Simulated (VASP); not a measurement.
Output of a VASP run:

OUTCAR:
```
 ion  position               nearest neighbor table
   1  0.000  0.000  0.000-
  LATTYP: Found a face centered cubic cell.
 ALAT       =     4.0252054280
 Subroutine PRICEL returns:
 Original cell was already a primitive cell.
 Subroutine GETGRP returns: Found 48 space group operations
The static configuration has the point symmetry O_h .
The dynamic configuration has the point symmetry O_h .
 Subroutine INISYM returns: Found 48 space group operations
 Subroutine IBZKPT returns following result:
 Found    145 irreducible k-points:

 Following reciprocal coordinates:
            Coordinates               Weight
  0.000000  0.000000  0.000000      1.000000
  0.062500  0.000000  0.000000      8.000000
  0.125000  0.000000  0.000000      8.000000
  0.187500  0.000000  0.000000      8.000000
  0.250000  0.000000  0.000000      8.000000
  0.312500  0.000000  0.000000      8.000000
  0.375000  0.000000  0.000000      8.000000
  0.437500  0.000000  0.000000      8.000000
  0.500000  0.000000  0.000000      4.000000
  0.062500  0.062500  0.000000      6.000000
  0.125000  0.062500  0.000000     24.000000
  0.187500  0.062500  0.000000     24.000000
  0.250000  0.062500  0.000000     24.000000
  0.312500  0.062500  0.000000     24.000000
  0.375000  0.062500  0.000000     24.000000
  0.437500  0.062500  0.000000     24.000000
  0.500000  0.062500  0.000000     24.000000
 -0.437500  0.062500  0.000000     24.000000
 -0.375000  0.062500  0.000000     24.000000
 -0.312500  0.062500  0.000000     24.000000
 -0.250000  0.062500  0.000000     24.000000
 -0.187500  0.062500  0.000000     24.000000
 -0.125000  0.062500  0.000000     24.000000
 -0.062500  0.062500  0.000000     12.000000
  0.125000  0.125000  0.000000      6.000000
  0.187500  0.125000  0.000000     24.000000
  0.250000  0.125000  0.000000     24.000000
  0.312500  0.125000  0.000000     24.000000
  0.375000  0.125000  0.000000     24.000000
  0.437500  0.125000  0.000000     24.000000
  0.500000  0.125000  0.000000     24.000000
 -0.437500  0.125000  0.000000     24.000000
 -0.375000  0.125000  0.000000     24.000000
 -0.312500  0.125000  0.000000     24.000000
 -0.250000  0.125000  0.000000     24.000000
 -0.187500  0.125000  0.000000     24.000000
 -0.125000  0.125000  0.000000     12.000000
  0.187500  0.187500  0.000000      6.000000
  0.250000  0.187500  0.000000     24.000000
  0.312500  0.187500  0.000000     24.000000
   k-points           NKPTS =    145   k-points in BZ     NKDIM =    145   number of bands    NBANDS=      9
   number of dos      NEDOS =    301   number of ions     NIONS =      1
   total plane-waves  NPLWV =  13824
   dimension x,y,z NGX =    24 NGY =   24 NGZ =   24
   dimension x,y,z NGXF=    48 NGYF=   48 NGZF=   48
   ions per type =               1
   PREC   = accura    normal or accurate (medium, high low for compatibility)
   ISTART =      0    job   : 0-new  1-cont  2-samecut
   ICHARG =      2    charge: 1-file 2-atom 10-const
   ISPIN  =      1    spin polarized calculation?
   LNONCOLLINEAR =      F non collinear calculations
   LSORBIT =      F    spin-orbit coupling
   INIWAV =      1    electr: 0-lowe 1-rand  2-diag
   ENCUT  =  520.0 eV  38.22 Ry    6.18 a.u.   5.29  5.29  5.29*2*pi/ulx,y,z
   NELM   =    100;   NELMIN=  2; NELMDL= -5     # of ELM steps
   EDIFF  = 0.1E-06   stopping-criterion for ELM
   LREAL  =      F    real-space projection
   NLSPLINE    = F    spline interpolate recip. space projectors
   LMAXMIX     =    6 max onsite mixed and CHGCAR
   VOSKOWN=      0    Vosko Wilk Nusair interpolation
   EDIFFG = 0.1E-05   stopping-criterion for IOM
   NSW    =      0    number of steps for IOM
   NBLOCK =      1;   KBLOCK =      1    inner block; outer block
   IBRION =     -1    ionic relax: 0-MD 1-quasi-New 2-CG
   NFREE  =      0    steps in history (QN), initial steepest desc. (CG)
...
```

**OSZICAR**
```
       N       E                     dE             d eps       ncg     rms          rms(c)
DAV:   1     0.390043938149E+02    0.39004E+02   -0.54612E+03  2730   0.103E+03
DAV:   2    -0.371220078446E+01   -0.42717E+02   -0.40788E+02  2753   0.183E+02
DAV:   3    -0.418142652722E+01   -0.46923E+00   -0.46550E+00  3170   0.194E+01
DAV:   4    -0.418300665997E+01   -0.15801E-02   -0.15798E-02  2982   0.118E+00
DAV:   5    -0.418301830842E+01   -0.11648E-04   -0.11650E-04  2982   0.919E-02    0.102E+01
DAV:   6    -0.381909504746E+01    0.36392E+00   -0.10806E+00  2666   0.920E+00    0.532E+00
DAV:   7    -0.378765370284E+01    0.31441E-01   -0.12814E-01  2819   0.306E+00    0.235E+00
DAV:   8    -0.378460644214E+01    0.30473E-02   -0.41081E-03  2804   0.638E-01    0.474E-01
DAV:   9    -0.378444408227E+01    0.16236E-03   -0.14282E-04  2793   0.120E-01    0.136E-02
DAV:  10    -0.378444914827E+01   -0.50660E-05   -0.31230E-06  2931   0.185E-02    0.349E-03
DAV:  11    -0.378444918659E+01   -0.38324E-07   -0.63920E-08  2466   0.255E-03
   1 F= -.37844492E+01 E0= -.37840656E+01  d E =-.115073E-02
```

File OUTCAR:
```
------------------------ aborting loop because EDIFF is reached ----------------------------------------
  FORCE on cell =-STRESS in cart. coord.  units (eV):
  Direction    XX          YY          ZZ          XY          YZ          ZX
  --------------------------------------------------------------------------------------
  Total       -1.3541737     -1.3541737     -1.3541737      0.0000000      0.0000000     -0.0000000
  in kB     -133.0701971   -133.0701971   -133.0701971      0.0000000      0.0000000     -0.0000000
  external PRESSURE =    -133.0701971 kB  Pullay stress =       0.0000000 kB
  volume of cell :       16.30
      direct lattice vectors                 reciprocal lattice vectors
     0.000000000  2.012602714  2.012602714    -0.248434525  0.248434525  0.248434525
     2.012602714  0.000000000  2.012602714     0.248434525 -0.248434525  0.248434525
     2.012602714  2.012602714  0.000000000     0.248434525  0.248434525 -0.248434525
 POSITION                                       TOTAL-FORCE (eV/Angst)
 -----------------------------------------------------------------------------------
      0.00000      0.00000      0.00000        -0.000000      0.000000      0.000000
 -----------------------------------------------------------------------------------
    total drift:                               -0.000000     -0.000000     -0.000000
  FREE ENERGIE OF THE ION-ELECTRON SYSTEM (eV)
  ---------------------------------------------------
  free  energy   TOTEN  =        -3.7844491866 eV

  energy  without entropy=       -3.7832984549  energy(sigma->0) =       -3.78406561
```
(Selected blocks of OUTCAR.)

### POSCAR
```
Pt
1
    0.0000000000     2.0126027140     2.0126027140
    2.0126027140     0.0000000000     2.0126027140
    2.0126027140     2.0126027140     0.0000000000
Pt
1
Direct
  0.0000000000   0.0000000000   0.0000000000
```

Task: Write an INCAR and KPOINTS that could have produced this output.

Result: This is not unique; one that fits is the input of the run itself, optB86b-vdW, plane waves, VASP's PBE PAW potentials (set 64).

### INCAR
```
! general
SYSTEM   = Pt
PREC     = Accurate
ENCUT    = 520
LREAL    = .FALSE.
LASPH    = .TRUE.

! electronic loop
EDIFF    = 1E-7
NELM     = 100
ALGO     = Normal
LMAXMIX  = 6

! smearing
ISMEAR   = 1
SIGMA    = 0.1

! functional
GGA      = MK
LUSE_VDW = .TRUE.
AGGAC    = 0.0
PARAM1   = 0.1234
PARAM2   = 1.0

! ions
ISIF     = 2

! output
LWAVE    = .FALSE.
LCHARG   = .FALSE.
```

**KPOINTS**
```
Regular mesh
0
gamma
 16 16 16
```

POTCAR, in this order: Pt (PBE.64 set). Program: vasp_std.

The compound is Pt in the fcc structure. This cell is one point of a volume scan, at 1.06 of the reference volume.
